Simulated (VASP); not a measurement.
Level of theory: r2SCAN+rVV10, VASP's PBE PAW potentials (set 64) (plane waves; VASP).

VASP input:

INCAR:
```
NELM = 100   ! most electronic steps
NSW = 30   ! most ionic steps
LMIXTAU = .TRUE.
EDIFF = 1E-7
LCHARG = .FALSE.
BPARAM = 11.95
LREAL = .FALSE.   ! projection in real space or not
EDIFFG = -0.01   ! ionic stop
CPARAM = 0.0093
ISIF = 4
LWAVE = .FALSE.
METAGGA = R2SCAN
SIGMA = 0.05   ! width (eV)
ALGO = Normal   ! blocked Davidson
SYSTEM = C
PREC = Accurate
LUSE_VDW = .TRUE.
LASPH = .TRUE.   ! aspherical one-centre terms
IBRION = 2   ! conjugate gradients
ISMEAR = 0   ! Gaussian
ENCUT = 520   ! plane-wave cut-off (eV)
```

POSCAR:
```
C
1
    1.2160488980    -2.1062579898     0.0000000000
    1.2160488980     2.1062579898     0.0000000000
    0.0000000000     0.0000000000     6.5813309938
C
4
Direct
  0.0000000000   0.0000000000   0.2500000000
  0.0000000000   0.0000000000   0.7500000000
  0.3333330000   0.6666670000   0.2500000000
  0.6666670000   0.3333330000   0.7500000000
```

**KPOINTS**
```
Automatic
0
G
 10 10 4
0 0 0
```

POTCAR, in this order: C (PBE.64 set). Program: vasp_std.

Output

### OSZICAR
```
       N       E                     dE             d eps       ncg     rms          rms(c)
DAV:   1     0.423517409616E+02    0.42352E+02   -0.86492E+03  1008   0.127E+03
DAV:   2    -0.417356955889E+02   -0.84087E+02   -0.77832E+02  1384   0.238E+02
DAV:   3    -0.452782658282E+02   -0.35426E+01   -0.35169E+01  1300   0.488E+01
DAV:   4    -0.453208290367E+02   -0.42563E-01   -0.42507E-01  1220   0.607E+00
DAV:   5    -0.453216864357E+02   -0.85740E-03   -0.85715E-03  1280   0.814E-01    0.860E+00
DAV:   6    -0.411904561216E+02    0.41312E+01   -0.22053E+00  1168   0.112E+01    0.629E+00
DAV:   7    -0.375994836386E+02    0.35910E+01   -0.36918E-01  1164   0.670E+00    0.133E+00
DAV:   8    -0.391040399268E+02   -0.15046E+01   -0.11719E+00  1088   0.903E+00    0.146E+00
DAV:   9    -0.399671106824E+02   -0.86307E+00   -0.13132E-01  1164   0.341E+00    0.782E-01
DAV:  10    -0.397860428200E+02    0.18107E+00   -0.13981E-02  1104   0.137E+00    0.638E-01
DAV:  11    -0.392322525450E+02    0.55379E+00   -0.17355E-01  1076   0.439E+00    0.224E-01
DAV:  12    -0.393828501448E+02   -0.15060E+00   -0.22247E-02  1072   0.191E+00    0.161E-01
DAV:  13    -0.393829681619E+02   -0.11802E-03   -0.22779E-04  1296   0.136E-01    0.154E-01
DAV:  14    -0.393976479791E+02   -0.14680E-01   -0.15716E-03  1048   0.510E-01    0.241E-01
DAV:  15    -0.394049237948E+02   -0.72758E-02   -0.22630E-03  1124   0.597E-01    0.150E-01
DAV:  16    -0.394053783535E+02   -0.45456E-03   -0.19426E-04  1248   0.190E-01    0.147E-01
DAV:  17    -0.394053620189E+02    0.16335E-04   -0.12770E-05  1184   0.427E-02    0.135E-01
DAV:  18    -0.394053435336E+02    0.18485E-04   -0.37488E-05  1136   0.748E-02    0.944E-02
DAV:  19    -0.394053843892E+02   -0.40856E-04   -0.38650E-05  1052   0.734E-02    0.435E-02
DAV:  20    -0.394053913119E+02   -0.69226E-05   -0.34804E-06  1236   0.196E-02    0.344E-02
DAV:  21    -0.394053916458E+02   -0.33399E-06   -0.98941E-07  1256   0.935E-03    0.223E-02
DAV:  22    -0.394053966258E+02   -0.49799E-05   -0.19599E-06  1176   0.140E-02    0.504E-03
DAV:  23    -0.394053973803E+02   -0.75455E-06   -0.23823E-07  1260   0.505E-03    0.137E-03
DAV:  24    -0.394053974742E+02   -0.93894E-07   -0.29996E-08   796   0.213E-03
   1 F= -.39405397E+02 E0= -.39405397E+02  d E =-.394054E+02
       N       E                     dE             d eps       ncg     rms          rms(c)
DAV:   1    -0.395127575664E+02   -0.10736E+00   -0.42201E+00  1008   0.181E+01    0.121E+00
DAV:   2    -0.394424429977E+02    0.70315E-01   -0.95241E-02  1188   0.252E+00    0.733E-01
DAV:   3    -0.394108188825E+02    0.31624E-01   -0.96534E-02  1116   0.260E+00    0.130E-01
DAV:   4    -0.394219866120E+02   -0.11168E-01   -0.13384E-02  1056   0.143E+00    0.121E-01
DAV:   5    -0.394239092079E+02   -0.19226E-02   -0.41387E-03  1104   0.829E-01    0.438E-02
DAV:   6    -0.394285176358E+02   -0.46084E-02   -0.17756E-03  1024   0.524E-01    0.136E-02
DAV:   7    -0.394285694618E+02   -0.51826E-04   -0.33236E-05  1292   0.641E-02    0.527E-03
DAV:   8    -0.394285403917E+02    0.29070E-04   -0.14077E-05  1112   0.470E-02    0.358E-03
DAV:   9    -0.394285681817E+02   -0.27790E-04   -0.89885E-06  1084   0.378E-02    0.169E-03
DAV:  10    -0.394285729333E+02   -0.47516E-05   -0.16934E-06  1120   0.167E-02    0.631E-04
DAV:  11    -0.394285746324E+02   -0.16991E-05   -0.30071E-07  1160   0.688E-03    0.139E-04
DAV:  12    -0.394285744656E+02    0.16683E-06   -0.97088E-09   712   0.137E-03    0.161E-04
DAV:  13    -0.394285745337E+02   -0.68139E-07   -0.19698E-09   596   0.498E-04
   2 F= -.39428575E+02 E0= -.39428575E+02  d E =-.231771E-01
       N       E                     dE             d eps       ncg     rms          rms(c)
DAV:   1    -0.394345871594E+02   -0.60127E-02   -0.19991E-01  1008   0.389E+00    0.262E-01
DAV:   2    -0.394311452243E+02    0.34419E-02   -0.43940E-03  1172   0.549E-01    0.159E-01
DAV:   3    -0.394296021686E+02    0.15431E-02   -0.46220E-03  1112   0.561E-01    0.300E-02
DAV:   4    -0.394303423891E+02   -0.74022E-03   -0.48721E-04  1060   0.271E-01    0.258E-02
DAV:   5    -0.394300116928E+02    0.33070E-03   -0.29523E-04  1104   0.225E-01    0.158E-02
DAV:   6    -0.394304921608E+02   -0.48047E-03   -0.14765E-04  1028   0.157E-01    0.348E-03
DAV:   7    -0.394304936513E+02   -0.14905E-05   -0.14949E-06  1292   0.143E-02    0.968E-04
DAV:   8    -0.394304935478E+02    0.10349E-06   -0.70079E-07  1112   0.105E-02    0.799E-04
DAV:   9    -0.394304937485E+02   -0.20073E-06   -0.48295E-07  1060   0.897E-03    0.322E-04
DAV:  10    -0.394304944772E+02   -0.72871E-06   -0.11814E-07   868   0.457E-03    0.152E-04
DAV:  11    -0.394304943752E+02    0.10203E-06   -0.10390E-08   604   0.123E-03    0.866E-05
DAV:  12    -0.394304943744E+02    0.79535E-09   -0.90135E-10   532   0.307E-04
   3 F= -.39430494E+02 E0= -.39430494E+02  d E =-.250969E-01
```

### OUTCAR
```
------------------------ aborting loop because EDIFF is reached ----------------------------------------
  FORCE on cell =-STRESS in cart. coord.  units (eV):
  Direction    XX          YY          ZZ          XY          YZ          ZX
  --------------------------------------------------------------------------------------
  Total        0.3492006      0.3492004      0.3494364      0.0000000     -0.0000000      0.0000000
  in kB       16.5950757     16.5950676     16.6062795      0.0000000     -0.0000000      0.0000000
  external PRESSURE =      16.5988076 kB  Pullay stress =       0.0000000 kB
  volume of cell :       33.71
      direct lattice vectors                 reciprocal lattice vectors
     1.226967932 -2.125170280  0.000000000     0.407508613 -0.235275265 -0.000000000
     1.226967932  2.125170280  0.000000000     0.407508613  0.235275265  0.000000000
     0.000000000 -0.000000000  6.464715118    -0.000000000  0.000000000  0.154685857
 POSITION                                       TOTAL-FORCE (eV/Angst)
 -----------------------------------------------------------------------------------
      0.00000     -0.00000      1.61618         0.000000     -0.000000     -0.000000
      0.00000     -0.00000      4.84854        -0.000000      0.000000      0.000000
      1.22697      0.70839      1.61618         0.000000      0.000000      0.000000
      1.22697     -0.70839      4.84854        -0.000000     -0.000000     -0.000000
 -----------------------------------------------------------------------------------
    total drift:                               -0.000000     -0.000000      0.000000
  FREE ENERGIE OF THE ION-ELECTRON SYSTEM (eV)
  ---------------------------------------------------
  free  energy   TOTEN  =       -39.4304943744 eV

  energy  without entropy=      -39.4304943744  energy(sigma->0) =      -39.43049437

 reached required accuracy - stopping structural energy minimisation
```
(Selected blocks of OUTCAR.)

CONTCAR:
```
C
   1.00000000000000
     1.2269679319382798   -2.1251702798769623    0.0000000000000000
     1.2269679319382798    2.1251702798769623    0.0000000000000000
     0.0000000000000000   -0.0000000000000000    6.4647151184564295
  C
     4
Direct
     0.0000000000000000    0.0000000000000000    0.2500000000000000
     0.0000000000000000    0.0000000000000000    0.7500000000000000
     0.3333330000000032    0.6666669999999968    0.2500000000000000
     0.6666669999999968    0.3333330000000032    0.7500000000000000
```

The compound is C in the graphite structure. This cell is one point of a volume scan, at 0.97 of the reference volume. Symmetry was kept, so distortions that lower it aren't found.
